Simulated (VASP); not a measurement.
# How number of MPI ranks and SCF threshold change a VASP run on SiNi, part 3 of 3

Aim: find what the number of MPI ranks and SCF threshold change for SiNi, and what they cost. The series runs use r2SCAN. The start is a cell from a database of measured crystal structures.

VASP 6.6.1; r2SCAN, spin-polarised from a ferromagnetic start; plane waves and PAW (Si, Ni).

Still holding for the runs below: The k-mesh is coarse for a metal.

So far. Step 11 (SCF threshold: EDIFF = 1E-06): Against the run before the energy stays within 0.01 meV an atom; the pressure moves by -0.04 GPa, after 16 cycles in 54 s.

## Step 12: SCF threshold: EDIFF = 1E-08

INCAR

```
SYSTEM = SiNi
PREC = Accurate
ENCUT = 400
EDIFF = 1E-08
NELM = 100
ISMEAR = -1
SIGMA = 0.05
LREAL = .FALSE.
ALGO = Normal
METAGGA = R2SCAN
LASPH = .TRUE.
NBANDS = 43
ISPIN = 2
MAGMOM = 0 0 0 0 1 1 1 1
LMAXMIX = 4
LORBIT = 11
LWAVE = .FALSE.
LCHARG = .FALSE.
KPAR = 8
ISIF = 2
```

POSCAR

```
SiNi
1.0
    5.1731000000      0.0000000000      0.0000000000
    0.0000000000      3.3381000000      0.0000000000
    0.0000000000      0.0000000000      5.6049000000
Si Ni
4 4
Direct
    0.3212800000      0.7500000000      0.0825000000
    0.1787200000      0.2500000000      0.5825000000
    0.8212800000      0.7500000000      0.4175000000
    0.6787200000      0.2500000000      0.9175000000
    0.0077900000      0.2500000000      0.1875200000
    0.4922100000      0.7500000000      0.6875200000
    0.5077900000      0.2500000000      0.3124800000
    0.9922100000      0.7500000000      0.8124800000
```

KPOINTS

```
Automatic mesh
0
Gamma
5 7 4
0 0 0
```

The projector-augmented-wave data sets are Si and Ni (PBE family, release 64).

The run is started by

```sh
mpirun -np 8 vasp_std
```

What it wrote:

```text
[... set-up lines as in an earlier step ...]
 entering main loop
       N       E                     dE             d eps       ncg     rms          rms(c)
[... 14 cycles as in an earlier step ...]
DAV:  15    -0.866907450518E+02   -0.24123E-05   -0.61360E-06  7489   0.192E-02    0.411E-03
DAV:  16    -0.866907456278E+02   -0.57594E-06   -0.94852E-07  7717   0.881E-03    0.296E-03
DAV:  17    -0.866907460078E+02   -0.38005E-06   -0.23180E-07  6774   0.307E-03    0.102E-03
DAV:  18    -0.866907461563E+02   -0.14849E-06   -0.36766E-08  6555   0.193E-03    0.411E-04
DAV:  19    -0.866907462084E+02   -0.52090E-07   -0.63298E-09  3543   0.733E-04    0.175E-04
DAV:  20    -0.866907462433E+02   -0.34843E-07   -0.26530E-09  3498   0.318E-04    0.711E-05
DAV:  21    -0.866907462487E+02   -0.53969E-08   -0.60786E-10  3483   0.188E-04
   1 F= -.86690746E+02 E0= -.86686400E+02  d E =-.869329E-02  mag=     0.0000
```

Elapsed: 1.7 min, on 8 MPI ranks of Intel Xeon 6975P-C (Granite Rapids), shared host; peak memory 2.6 GiB.

Parts of OUTCAR (step 12):

```text
  Total       -3.1703646     -1.5938252     -1.7891861      0.0000000      0.0000000      0.0000000
  in kB      -52.4809529    -26.3835479    -29.6174734      0.0000000      0.0000000      0.0000000
  external PRESSURE =     -36.1606581 kB  Pullay stress =       0.0000000 kB

 POSITION                                       TOTAL-FORCE (eV/Angst)
 -----------------------------------------------------------------------------------
      1.66201      2.50357      0.46240         0.002391      0.000000     -0.033847
      0.92454      0.83452      3.26485        -0.002391      0.000000     -0.033847
      4.24856      2.50357      2.34005         0.002391      0.000000      0.033847
      3.51109      0.83452      5.14250        -0.002391      0.000000      0.033847
      0.04030      0.83452      1.05103        -0.045211      0.000000      0.128094
      2.54625      2.50357      3.85348         0.045211      0.000000      0.128094
      2.62685      0.83452      1.75142        -0.045211      0.000000     -0.128094
      5.13280      2.50357      4.55387         0.045211     -0.000000     -0.128094
 -----------------------------------------------------------------------------------
    total drift:                                0.000000     -0.000000     -0.000000

  FREE ENERGIE OF THE ION-ELECTRON SYSTEM (eV)
  ---------------------------------------------------
  free  energy   TOTEN  =       -86.6907462487 eV

  energy  without entropy=      -86.6820529552  energy(sigma->0) =      -86.68639960

 magnetization (x)
# of ion       s       p       d       tot
------------------------------------------
    1       -0.000   0.000   0.000  -0.000
    2       -0.000   0.000   0.000  -0.000
    3       -0.000   0.000   0.000  -0.000
    4       -0.000   0.000   0.000  -0.000
    5       -0.000   0.000  -0.000  -0.000
    6       -0.000   0.000  -0.000  -0.000
    7       -0.000   0.000  -0.000  -0.000
    8       -0.000   0.000  -0.000  -0.000
--------------------------------------------------
tot         -0.000   0.000  -0.000  -0.000

[... 2 parts as in an earlier step ...]

[... 1 further part left out ...]
[key lines of the parts left out:]
E-fermi :  10.3746
```

Against the run before the energy stays within 0.01 meV an atom; the pressure moves by +0.01 GPa, after 21 cycles in 1.7 min.

## Step 13: The SCF threshold series as a table

This step: convergence of r2SCAN results with the threshold; plane waves and PAW (VASP 6.6.1).

This step runs nothing: it gathers the runs above.

Differences are taken from the run with EDIFF = 1E-08. Results of the series, by row:

```
      setting     status  energy less the reference (meV/atom)  pressure (GPa)  largest force difference (meV/Å)  moment (μB)  SCF cycles  wall time (s)
 EDIFF = 0.01  converged                                0.3012         -0.1945                             9.684       0.0185          10             28
EDIFF = 0.001  converged                               0.01616          -2.366                             7.355       -0.001          12             33
EDIFF = 1E-04  converged                              0.001889          -3.416                             3.587       0.0011          13             37
EDIFF = 1E-05  converged                               3.50e-5          -3.585                             0.193     -1.00e-4          15             44
EDIFF = 1E-06  converged                               8.50e-5          -3.627                              0.11     -1.00e-4          16             54
EDIFF = 1E-08  converged                                     0          -3.616                                 0            0          21            101
```

## Step 14: Outcome

- wall time from fewest to most ranks: 4.2 min to 42 s
- SCF threshold from which the energy stays within 10 meV/atom of the reference: EDIFF = 0.01
- SCF threshold from which the energy stays within 1 meV/atom of the reference: EDIFF = 0.01
- SCF threshold from which the pressure stays within 0.2 GPa of the reference: EDIFF = 1E-04
- spread of the pressure over the SCF threshold: 3.43 GPa
- spread of the energy over the SCF threshold: 0.301 meV/atom

**Reading.** On 8 ranks the run uses the cores at 76 % of the efficiency of 1. From EDIFF = 0.01 on, the energy stays within 1 meV an atom of the reference, at 28 % of its time. The pressure holds within 0.2 GPa from EDIFF = 1E-04 on. The loosest stop saves 11 of 21 cycles and costs +0.3 meV an atom, +3.42 GPa, 9.7 meV/Å in forces. Going from 1 ranks to 8 ranks shortens the run by a factor of 6.0; on a shared host such times are rough.

[Lines on the potential files, build, host, timing and source positions are cut from VASP's logs without a mark.]

[Logs are printed without paths, hosts, clocks, repeated set-up lines and the standing remarks that a program may print on its own settings, such as how far it seeks lower states.]

[Hosts, paths, dates, database ids (printed as entryN), source tags and the programs' standing remarks are cut or masked in the printed files.]

[A measured line is paired with the nearest computed mode of its activity, which favours agreement.]
